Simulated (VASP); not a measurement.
Output of a VASP run:

OUTCAR:
```
 ion  position               nearest neighbor table
   1  0.333  0.667  0.250-   2 2.67   2 2.67   2 2.67   2 2.67   2 2.67   2 2.67
   2  0.667  0.333  0.750-   1 2.67   1 2.67   1 2.67   1 2.67   1 2.67   1 2.67
  LATTYP: Found a hexagonal cell.
 ALAT       =     2.7299996949
 C/A-ratio  =     1.5824177593
 Subroutine PRICEL returns:
 Original cell was already a primitive cell.
 Subroutine GETGRP returns: Found 24 space group operations
The static configuration has the point symmetry D_3d.
 The point group associated with its full space group is D_6h.
The dynamic configuration has the point symmetry D_3d.
The overall configuration has the point symmetry D_3d.
 Subroutine INISYM returns: Found 24 space group operations
 Subroutine IBZKPT returns following result:
 Found    120 irreducible k-points:

 Following reciprocal coordinates:
            Coordinates               Weight
  0.000000  0.000000  0.000000      1.000000
  0.071429  0.000000  0.000000      6.000000
  0.142857 -0.000000  0.000000      6.000000
  0.214286  0.000000  0.000000      6.000000
  0.285714  0.000000  0.000000      6.000000
  0.357143  0.000000  0.000000      6.000000
  0.428571  0.000000  0.000000      6.000000
  0.500000 -0.000000  0.000000      3.000000
  0.071429  0.071429  0.000000      6.000000
  0.142857  0.071429  0.000000     12.000000
  0.214286  0.071429  0.000000     12.000000
  0.285714  0.071429  0.000000     12.000000
  0.357143  0.071429  0.000000     12.000000
  0.428571  0.071429  0.000000     12.000000
  0.142857  0.142857  0.000000      6.000000
  0.214286  0.142857  0.000000     12.000000
  0.285714  0.142857  0.000000     12.000000
  0.357143  0.142857  0.000000     12.000000
  0.428571  0.142857  0.000000      6.000000
  0.214286  0.214286  0.000000      6.000000
  0.285714  0.214286  0.000000     12.000000
  0.357143  0.214286  0.000000     12.000000
  0.285714  0.285714  0.000000      6.000000
  0.357143  0.285714  0.000000      6.000000
  0.000000  0.000000  0.125000      2.000000
  0.071429  0.000000  0.125000     12.000000
  0.142857 -0.000000  0.125000     12.000000
  0.214286  0.000000  0.125000     12.000000
  0.285714  0.000000  0.125000     12.000000
  0.357143  0.000000  0.125000     12.000000
  0.428571  0.000000  0.125000     12.000000
  0.500000 -0.000000  0.125000      6.000000
  0.071429  0.071429  0.125000     12.000000
  0.142857  0.071429  0.125000     24.000000
  0.214286  0.071429  0.125000     24.000000
  0.285714  0.071429  0.125000     24.000000
  0.357143  0.071429  0.125000     24.000000
  0.428571  0.071429  0.125000     24.000000
  0.142857  0.142857  0.125000     12.000000
  0.214286  0.142857  0.125000     24.000000
   k-points           NKPTS =    120   k-points in BZ     NKDIM =    120   number of bands    NBANDS=     24
   number of dos      NEDOS =    301   number of ions     NIONS =      2
   total plane-waves  NPLWV =   9072
   dimension x,y,z NGX =    18 NGY =   18 NGZ =   28
   dimension x,y,z NGXF=    36 NGYF=   36 NGZF=   56
   ions per type =               2
   PREC   = accura    normal or accurate (medium, high low for compatibility)
   ISTART =      0    job   : 0-new  1-cont  2-samecut
   ICHARG =      2    charge: 1-file 2-atom 10-const
   ISPIN  =      1    spin polarized calculation?
   LNONCOLLINEAR =      T non collinear calculations
   LSORBIT =      T    spin-orbit coupling
   INIWAV =      1    electr: 0-lowe 1-rand  2-diag
   ENCUT  =  400.0 eV  29.40 Ry    5.42 a.u.   4.45  4.45  7.04*2*pi/ulx,y,z
   NELM   =    100;   NELMIN=  2; NELMDL= -5     # of ELM steps
   EDIFF  = 0.1E-05   stopping-criterion for ELM
   LREAL  =      F    real-space projection
   NLSPLINE    = F    spline interpolate recip. space projectors
   LMAXMIX     =    6 max onsite mixed and CHGCAR
   VOSKOWN=      0    Vosko Wilk Nusair interpolation
   EDIFFG = 0.1E-04   stopping-criterion for IOM
...
```

OSZICAR:
```
       N       E                     dE             d eps       ncg     rms          rms(c)
DAV:   1     0.935491581574E+02    0.93549E+02   -0.63572E+03  5760   0.104E+03
DAV:   2    -0.187980735852E+02   -0.11235E+03   -0.10249E+03  6568   0.397E+02
DAV:   3    -0.243954688786E+02   -0.55974E+01   -0.52468E+01  6800   0.729E+01
DAV:   4    -0.245137014824E+02   -0.11823E+00   -0.11757E+00  6280   0.109E+01
DAV:   5    -0.245154717895E+02   -0.17703E-02   -0.17695E-02  6832   0.104E+00    0.254E+01
DAV:   6    -0.234644985609E+02    0.10510E+01   -0.10843E+00  6232   0.957E+00    0.125E+01
DAV:   7    -0.231434855803E+02    0.32101E+00   -0.69167E-01  6680   0.748E+00    0.459E+00
DAV:   8    -0.231352924590E+02    0.81931E-02   -0.15323E-02  6616   0.121E+00    0.397E-01
DAV:   9    -0.231313010471E+02    0.39914E-02   -0.49611E-03  5880   0.808E-01    0.249E-01
DAV:  10    -0.231313381056E+02   -0.37059E-04   -0.29481E-05  6816   0.695E-02    0.256E-02
DAV:  11    -0.231313290245E+02    0.90811E-05   -0.14461E-06  5016   0.151E-02    0.209E-02
DAV:  12    -0.231313185841E+02    0.10440E-04   -0.12169E-06  4160   0.160E-02    0.970E-03
DAV:  13    -0.231313160201E+02    0.25640E-05   -0.36249E-07  2976   0.501E-03    0.117E-03
DAV:  14    -0.231313162413E+02   -0.22123E-06   -0.29054E-08  2960   0.218E-03
   1 F= -.23131316E+02 E0= -.23131122E+02  d E =-.582650E-03  mag=    -0.0000    -0.0000    -0.0000
```

**OUTCAR**
```
------------------------ aborting loop because EDIFF is reached ----------------------------------------
  FORCE on cell =-STRESS in cart. coord.  units (eV):
  Direction    XX          YY          ZZ          XY          YZ          ZX
  --------------------------------------------------------------------------------------
  Total        1.9005136      1.9005130      1.5595039      0.0000000     -0.0000000      0.0000000
  in kB      109.2048562    109.2048237     89.6102009      0.0000000     -0.0000000      0.0000000
  external PRESSURE =     102.6732936 kB  Pullay stress =       0.0000000 kB
  volume of cell :       27.88
      direct lattice vectors                 reciprocal lattice vectors
     1.365000000 -2.364249000  0.000000000     0.366300366 -0.211483647  0.000000000
     1.365000000  2.364249000  0.000000000     0.366300366  0.211483647  0.000000000
     0.000000000  0.000000000  4.320000000     0.000000000  0.000000000  0.231481481
 POSITION                                       TOTAL-FORCE (eV/Angst)
 -----------------------------------------------------------------------------------
      1.36500      0.78808      1.08000        -0.000000      0.000000     -0.000000
      1.36500     -0.78808      3.24000         0.000000     -0.000000      0.000000
 -----------------------------------------------------------------------------------
    total drift:                                0.000000     -0.000000     -0.000000
  FREE ENERGIE OF THE ION-ELECTRON SYSTEM (eV)
  ---------------------------------------------------
  free  energy   TOTEN  =       -23.1313162413 eV

  energy  without entropy=      -23.1307335912  energy(sigma->0) =      -23.13112202

 Ion:    1  E_soc:     -0.6657750

 Ion:    2  E_soc:     -0.6657750
```
(Selected blocks of OUTCAR.)

### POSCAR
```
Os
1
    1.3650000000    -2.3642490000     0.0000000000
    1.3650000000     2.3642490000     0.0000000000
    0.0000000000     0.0000000000     4.3200000000
Os
2
Direct
  0.3333330000   0.6666670000   0.2500000000
  0.6666670000   0.3333330000   0.7500000000
```

Q: Reconstruct the remaining input files.

A: This is not unique; one that fits is the input of the run itself, PBE GGA with spin-orbit coupling, plane waves, VASP's PBE PAW potentials (set 64).

KPOINTS:
```
Automatic mesh
0
Gamma
14 14 8
0 0 0
```

### INCAR
```
LMAXMIX  =  6   ! l cut-off of mixed one-centre charges
LWAVE  =  .FALSE.
LCHARG  =  .FALSE.
LSORBIT  =  .TRUE.
SIGMA  =  0.1
ALGO  =  Normal   ! blocked Davidson
ISIF  =  2
LASPH  =  .TRUE.
GGA  =  PE   ! PBE
ISMEAR  =  1
PREC  =  Accurate
ENCUT  =  400   ! plane-wave cut-off (eV)
EDIFF  =  1E-6
SYSTEM  =  Os
GGA_COMPAT  =  .FALSE.
MAGMOM  =  6*0
NELM  =  100   ! most electronic steps
LREAL  =  .FALSE.
```

POTCAR, in this order: Os (PBE.64 set). Program: vasp_ncl.

The compound is Os in the hcp structure. The cell was not relaxed at this level. The run is one of a series of settings (GGA_COMPAT = .FALSE., LSORBIT = .TRUE., MAGMOM = 0 0 0 0 0 0, program vasp_ncl against the base run), some of them coarse on purpose.
